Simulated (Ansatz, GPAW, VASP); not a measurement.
## Ba2Tl5V3O12: 3 runs at one level of theory

```xyz
22
Lattice="8.1542 0.0000 0.0000 -4.0771 7.0618 0.0000 0.0000 0.0000 6.9213" Properties=species:S:1:pos:R:3 pbc="T T T"
Ba    0.0261    0.0379    1.6475
Ba    0.0356   -0.0116    5.2888
V     4.0200   -0.0431   -0.0188
V    -2.0821    3.5712    0.0471
V     2.0325    3.5536    0.0306
Tl    4.0758   -0.0286    3.5024
Tl   -2.0235    3.5940    3.4457
Tl    2.0904    3.5337    3.4688
Tl    0.0477    4.7336    1.5652
Tl    4.0923    2.3574    5.3444
O     1.3208    2.4102    5.6237
O     1.3093    7.0770    5.6604
O    -2.7341    4.6390    5.6515
O     1.4050    2.3739    1.3345
O     5.4481    4.6135    1.3322
O     5.4171    0.0383    1.2919
O     2.6614    4.6058    1.3139
O     2.7669    0.0290    1.2982
O     6.7206    2.4453    1.2991
O     2.6514    4.6838    5.6432
O    -1.3868    2.4204    5.6350
O    -1.3144    7.0250    5.6755
```

The cell comes from a database or a generator and needn't be the stable form of this composition.

Atoms were shifted at random by some hundredths of an Å from the given cell, which wasn't relaxed again for these runs.

Alike in all runs: task single point; functional PBE; k mesh 4 × 4 × 4; occupations fermi-dirac, width 0.05 eV; collinear spin, ferromagnetic start; no spin-orbit coupling. A missing gap at this level doesn't show that the real crystal is a metal. Pressure is positive in compression and, in plane waves, holds the error of the finite cutoff.

```json
{"program and potentials": "GPAW, GPAW PAW data sets (gpaw-data 1.2.1)", "plane-wave cutoff (eV)": "800", "notes": "-", "band gap (eV)": "no gap", "pressure (GPa)": "0.63", "net moment per atom (μB)": "0.00", "largest force (eV/Å)": "1.390"}
{"program and potentials": "VASP, PBE PAW files Ba_sv, O, Tl_d, V_sv, 520 eV", "plane-wave cutoff (eV)": "520", "notes": "-", "band gap (eV)": "no gap", "pressure (GPa)": "0.64", "net moment per atom (μB)": "0.00", "largest force (eV/Å)": "1.380"}
{"program and potentials": "Ansatz, all-electron LAPW, scalar-relativistic", "plane-wave cutoff (eV)": "-", "notes": "-", "band gap (eV)": "no gap", "pressure (GPa)": "0.09", "net moment per atom (μB)": "0.00", "largest force (eV/Å)": "1.328"}
```

Force on atom 5 (V), eV/Å:

```
                          program and potentials       x       y       z
      GPAW, GPAW PAW data sets (gpaw-data 1.2.1)  -0.083  -0.779  -1.149
VASP, PBE PAW files Ba_sv, O, Tl_d, V_sv, 520 eV  -0.080  -0.771  -1.142
  Ansatz, all-electron LAPW, scalar-relativistic  -0.058  -0.732  -1.107
```

None finds a gap. The pressure spans 0.09 (Ansatz, all-electron LAPW, scalar-relativistic) to 0.64 GPa (VASP, PBE PAW files Ba_sv, O, Tl_d, V_sv, 520 eV), with all-electron results at 0.09. All agree on the net moment per atom. The state is the one that the start led to, which needn't be the lowest.

Differences between rows come from potentials, basis sets and numerical settings, since the functional is the same but for its coding. Runs on potential files found faulty are left out.
